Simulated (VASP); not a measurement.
VASP input:

KPOINTS:
```
Regular mesh
0
Gamma
 8 8 6
```

POSCAR:
```
Ga
1
    2.2094571659    -3.7936948579    -0.0000000000
    2.2094571659     3.7936948579     0.0000000000
    0.0000000000     0.0000000000     4.5448735427
Ga
4
Direct
  0.1556601744   0.8443398256   0.9155154573
  0.3443398256   0.6556601744   0.4155154573
  0.6556601744   0.3443398256   0.5844845427
  0.8443398256   0.1556601744   0.0844845427
```

INCAR:
```
SYSTEM = Ga
PREC = Accurate; ENCUT = 480; LREAL = .FALSE.
LASPH = .TRUE.
EDIFF = 1E-7; NELM = 100; ALGO = Normal
LMAXMIX = 4; LMIXTAU = .TRUE.
ISMEAR = 1; SIGMA = 0.1
METAGGA = R2SCAN
ISIF = 2
LWAVE = .FALSE.; LCHARG = .FALSE.
```

POTCAR, in this order: Ga_d (PBE.64 set). Program: vasp_std.

### Question
Write an equivalent input for Ansatz.

### Answer
One equivalent input (not run):
Ansatz 0.2 input:
```yaml
crystal:
  lattice:
    - [2.2094572, -3.7936949, 0.0000000]
    - [2.2094572, 3.7936949, 0.0000000]
    - [0.0000000, 0.0000000, 4.5448735]
  atoms:
    - { symbol: Ga, position: [0.1556602, 0.8443398, 0.9155155] }
    - { symbol: Ga, position: [0.3443398, 0.6556602, 0.4155155] }
    - { symbol: Ga, position: [0.6556602, 0.3443398, 0.5844845] }
    - { symbol: Ga, position: [0.8443398, 0.1556602, 0.0844845] }
kpoints:
  mp_grid: { grid: [8, 8, 6] }
hamiltonian:
  xc: r2scan
  pseudopotentials: { kind: paw }
scf:
  occupations: { method: methfessel_paxton, width: 0.1 }
  max_iter: 100
output: { forces: true, stress: true, eigenvalues: true }
```
Limits of the translation: each code has its own PAW files, so the cut-off isn't converted (ENCUT is set for VASP's; basis.ecutwfc is left out, and Ansatz then takes the one that its files recommend); Ansatz stops its SCF on the density residual and VASP on the energy change (EDIFF).

The compound is Ga in the alpha structure. It was relaxed first.
